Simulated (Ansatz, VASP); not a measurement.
# Two plane-wave programs on BTe

```
B Te
1.0
     3.51972    0.00000    0.00000
    -1.75986    3.04817    0.00000
     0.00000    0.00000    6.27439
B Te
2 2
Cartesian
  0.0000 0.0000 0.0000
  0.0000 0.0000 3.1372
  0.0000 2.0321 1.5686
  1.7599 1.0161 4.7058
```

Alike in both runs: functional PBE; k mesh 9 × 9 × 4; occupations gaussian, width 0.1 eV; no spin polarisation.

Ansatz relaxed the structure, and its values are those at the end. VASP's run is a single point on that final structure, the one shown.

|  | VASP | Ansatz |
| --- | --- | --- |
| version | VASP 6.6.1 | Ansatz 0.2.0 |
| potentials or method | VASP PAW PBE potentials, release 64 (B, Te) | scalar-relativistic, plane waves, PAW |
| plane-wave cutoff (eV) | 520 | 420 |
| valence electrons in the cell | 18 | 38 |

|  | VASP | Ansatz | Ansatz less VASP |
| --- | --- | --- | --- |
| gap on the k mesh at the Fermi level (eV) | none | none | - |
| pressure (GPa) | 0.0 | 0.0 | +0.06 |

A gap of «none» marks a metal or a gap that the smearing closes. With one functional, cell and mesh, what is left measures potentials, basis and numerics. The two sets of potentials don't hold the same shells in valence.

Spin-orbit coupling is left out, which matters for the levels of Te.
